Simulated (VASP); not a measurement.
VASP runs on FeAl (CsCl type) share one base input (PBE GGA, plane waves, VASP's PBE PAW potentials (set 64)) and change the settings named in each case.

**KPOINTS**
```
K-points
0
G
11 11 11
```

File POSCAR:
```
FeAl
1
    2.9100000000     0.0000000000     0.0000000000
    0.0000000000     2.9100000000     0.0000000000
    0.0000000000     0.0000000000     2.9100000000
Al Fe
1 1
Direct
  0.5000000000   0.5000000000   0.5000000000
  0.0000000000   0.0000000000   0.0000000000
```

INCAR:
```
SIGMA  =  0.1
LCHARG  =  .FALSE.
LWAVE  =  .FALSE.
LMAXMIX  =  4
LASPH  =  .TRUE.
ISIF  =  2   ! forces and stress, cell fixed
ENCUT  =  400
LREAL  =  .FALSE.   ! projection in real space or not
ALGO  =  Normal
NELM  =  100   ! most electronic steps
EDIFF  =  1E-6
SYSTEM  =  FeAl
ISMEAR  =  1   ! Methfessel-Paxton
PREC  =  Accurate
GGA  =  PE   ! PBE
```

POTCAR, in this order: Al Fe (PBE.64 set). Program: vasp_std.

| change | E(σ→0) (eV/atom) | pressure (GPa) | −TS (eV) |
|---|---|---|---|
| base run | -6.2927 | -7.29 | 0.0001 |
| ISMEAR = 0, SIGMA = 0.01 | -6.2927 | -7.30 | -0.0002 |
| ISMEAR = 2, SIGMA = 0.05 | -6.2928 | -7.28 | 0.0000 |
| ISMEAR = -1, SIGMA = 0.01 | -6.2928 | -7.28 | -0.0011 |
| ISMEAR = 2, SIGMA = 0.02 | -6.2927 | -7.29 | -0.0001 |
| ISMEAR = -1, SIGMA = 0.3 | ___ | ___ | ___ |
| ISMEAR = -5, SIGMA removed | -6.2941 | -7.38 | 0.0000 |
| ISMEAR = -4, SIGMA removed | ___ | ___ | 0.0000 |

Question: Some entries are withheld; supply them.

Answer: 
- ISMEAR = -1, SIGMA = 0.3, E(σ→0) (eV/atom): -6.3174
- ISMEAR = -1, SIGMA = 0.3, pressure (GPa): -4.76
- ISMEAR = -1, SIGMA = 0.3, −TS (eV): -0.6579
- ISMEAR = -4, SIGMA removed, E(σ→0) (eV/atom): -6.2744
- ISMEAR = -4, SIGMA removed, pressure (GPa): -6.94

Left out are runs that ran out of time, are held back, or changed the cell or the kind of run, fixed moments of cells without a moment, rows past the twelfth, gaps on odd meshes, pressures of charged cells and columns that move by less than the noise.

The compound is FeAl in the CsCl type structure. The cell was not relaxed at this level. The run is not spin-polarised, so no magnetic state was tried. The electron count is odd and the run is not spin-polarised, which forces a metal.
